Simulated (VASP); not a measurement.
Input:

```yaml
crystal:
  lattice:
    - [0.00000, 3.82412, 3.82412]
    - [3.82412, 0.00000, 3.82412]
    - [3.82412, 3.82412, 0.00000]
  atoms:
    - { symbol: Cs, position: [0.00000, 0.00000, 0.00000] }
    - { symbol: I, position: [0.50000, 0.50000, 0.50000] }
```

Computed with PBEsol GGA, VASP's PBE PAW potentials (set 64) (plane waves; VASP 6.6.1). Settings: 400 eV cut-off, Gaussian smearing of 0.050 eV, potentials Cs_sv I.

Unless said otherwise, spin-orbit coupling is left out, though it shifts the bands of the heavy elements here.

Question: Give the energies of bands 3 to 11 at the high-symmetry points, in eV from the valence-band maximum.

Answer: 
```csv
band,Γ,X,U,L,W
3,-6.62,-6.83,-6.79,-6.62,-6.76
4,-6.62,-6.70,-6.67,-6.62,-6.76
5,-6.62,-6.70,-6.65,-6.56,-6.59
6,0.00,-0.30,-0.43,-0.89,-0.49
7,0.00,-0.10,-0.27,-0.40,-0.23
8,0.00,-0.10,-0.25,-0.40,-0.23
9,3.89,4.32,5.00,5.86,5.65
10,5.60,5.96,6.74,6.41,5.65
11,5.60,7.02,6.89,7.45,6.78
```

The gap is direct, 3.89 eV, from the valence maximum at Γ to the conduction minimum at Γ.

The structure was generated: CsI was put into the rock salt type (Fm-3m), which need not be its known phase. It was relaxed first, which changed the volume by -21 %.
